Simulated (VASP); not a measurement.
All values below come from r2SCAN+rVV10, VASP's PBE PAW potentials (set 64) (plane waves; VASP).

VASP ran on this input.

### KPOINTS
```
Automatic mesh
0
Gamma
15 15 15
0 0 0
```

POSCAR:
```
Sc
1
    0.0000000000     2.3171858597     2.3171858597
    2.3171858597     0.0000000000     2.3171858597
    2.3171858597     2.3171858597     0.0000000000
Sc
1
Direct
  0.0000000000   0.0000000000   0.0000000000
```

KPOINTS_OPT:
```
k-points along high-symmetry lines
10
Line-mode
Reciprocal
  0.000000   0.000000   0.000000 ! GAMMA
  0.500000   0.000000   0.500000 ! X

  0.500000   0.000000   0.500000 ! X
  0.625000   0.250000   0.625000 ! U

  0.375000   0.375000   0.750000 ! K
  0.000000   0.000000   0.000000 ! GAMMA

  0.000000   0.000000   0.000000 ! GAMMA
  0.500000   0.500000   0.500000 ! L

  0.500000   0.500000   0.500000 ! L
  0.500000   0.250000   0.750000 ! W

  0.500000   0.250000   0.750000 ! W
  0.500000   0.000000   0.500000 ! X
```

INCAR:
```
SYSTEM  =  Sc
PREC  =  Accurate; ENCUT  =  400; LREAL  =  .FALSE.
LASPH  =  .TRUE.
EDIFF  =  1E-7; NELM  =  100; ALGO  =  Normal
LMAXMIX  =  4; LMIXTAU  =  .TRUE.
ISMEAR  =  -5
METAGGA  =  R2SCAN; LUSE_VDW  =  .TRUE.; BPARAM  =  11.95
CPARAM  =  0.0093
ISIF  =  2
LWAVE  =  .FALSE.; LCHARG  =  .FALSE.; LORBIT  =  11
NEDOS  =  601
```

POTCAR, in this order: Sc_sv (PBE.64 set). Program: vasp_std.

What VASP printed:

**OSZICAR**
```
       N       E                     dE             d eps       ncg     rms          rms(c)
DAV:   1     0.568291157968E+02    0.56829E+02   -0.49093E+03  2192   0.101E+03
DAV:   2    -0.126090128789E+02   -0.69438E+02   -0.69013E+02  2229   0.332E+02
DAV:   3    -0.141504589415E+02   -0.15414E+01   -0.15076E+01  3235   0.565E+01
DAV:   4    -0.141738389815E+02   -0.23380E-01   -0.23213E-01  3296   0.525E+00
DAV:   5    -0.141739517876E+02   -0.11281E-03   -0.11096E-03  3427   0.329E-01    0.690E+00
DAV:   6    -0.107798786784E+02    0.33941E+01   -0.48289E+00  2827   0.398E+01    0.127E+00
DAV:   7    -0.111250998931E+02   -0.34522E+00   -0.14738E-01  2529   0.765E+00    0.926E-01
DAV:   8    -0.106309584312E+02    0.49414E+00   -0.99655E-01  3113   0.149E+01    0.138E+00
DAV:   9    -0.109081702938E+02   -0.27721E+00   -0.29300E-01  3096   0.607E+00    0.639E-01
DAV:  10    -0.109283636100E+02   -0.20193E-01   -0.39358E-03  2599   0.634E-01    0.559E-01
DAV:  11    -0.110362370854E+02   -0.10787E+00   -0.71430E-02  2584   0.331E+00    0.920E-02
DAV:  12    -0.110280990984E+02    0.81380E-02   -0.30811E-03  3548   0.717E-01    0.115E-01
DAV:  13    -0.110254929992E+02    0.26061E-02   -0.95445E-04  2733   0.542E-01    0.845E-02
DAV:  14    -0.110249519438E+02    0.54106E-03   -0.28805E-04  2437   0.203E-01    0.635E-02
DAV:  15    -0.110238543738E+02    0.10976E-02   -0.71587E-04  2900   0.375E-01    0.922E-02
DAV:  16    -0.110237901262E+02    0.64248E-04   -0.79177E-04  3148   0.420E-01    0.312E-02
DAV:  17    -0.110235973835E+02    0.19274E-03   -0.82756E-05  3314   0.110E-01    0.132E-02
DAV:  18    -0.110236008097E+02   -0.34262E-05   -0.31146E-06  2412   0.270E-02    0.121E-02
DAV:  19    -0.110235838374E+02    0.16972E-04   -0.24420E-05  3331   0.699E-02    0.125E-03
DAV:  20    -0.110235846385E+02   -0.80117E-06   -0.37293E-07  2378   0.737E-03    0.876E-04
DAV:  21    -0.110235852987E+02   -0.66013E-06   -0.20769E-08  1259   0.236E-03    0.585E-04
DAV:  22    -0.110235851067E+02    0.19194E-06   -0.67242E-08  1215   0.327E-03    0.339E-04
DAV:  23    -0.110235856274E+02   -0.52066E-06   -0.28859E-08  1150   0.333E-03    0.168E-04
DAV:  24    -0.110235855506E+02    0.76792E-07   -0.49197E-09  1131   0.144E-03
   1 F= -.11023586E+02 E0= -.11023586E+02  d E =0.000000E+00
       N       E                     dE             ncg
```

File OUTCAR:
```
------------------------ aborting loop because EDIFF is reached ----------------------------------------
  FORCE on cell =-STRESS in cart. coord.  units (eV):
  Direction    XX          YY          ZZ          XY          YZ          ZX
  --------------------------------------------------------------------------------------
  Total        0.0072129      0.0072129      0.0072129      0.0000000     -0.0000000      0.0000000
  in kB        0.4644151      0.4644151      0.4644151      0.0000000     -0.0000000      0.0000000
  external PRESSURE =       0.4644151 kB  Pullay stress =       0.0000000 kB
  volume of cell :       24.88
      direct lattice vectors                 reciprocal lattice vectors
     0.000000000  2.317185860  2.317185860    -0.215778979  0.215778979  0.215778979
     2.317185860  0.000000000  2.317185860     0.215778979 -0.215778979  0.215778979
     2.317185860  2.317185860  0.000000000     0.215778979  0.215778979 -0.215778979
 POSITION                                       TOTAL-FORCE (eV/Angst)
 -----------------------------------------------------------------------------------
      0.00000      0.00000      0.00000         0.000000     -0.000000     -0.000000
 -----------------------------------------------------------------------------------
    total drift:                               -0.000000      0.000000      0.000000
  FREE ENERGIE OF THE ION-ELECTRON SYSTEM (eV)
  ---------------------------------------------------
  free  energy   TOTEN  =       -11.0235855506 eV

  energy  without entropy=      -11.0235855506  energy(sigma->0) =      -11.02358555

 total charge

# of ion       s       p       d       tot
------------------------------------------
    1        2.264   6.112   0.954   9.330
```
(Selected blocks of OUTCAR.)

For a metal the tetrahedron method with Blöchl corrections gives inexact stress and forces.

The structure comes from a measured Sc entry (Fm-3m) of the Crystallography Open Database, whose conditions weren't checked. It was relaxed first, which changed the volume by +8 %.
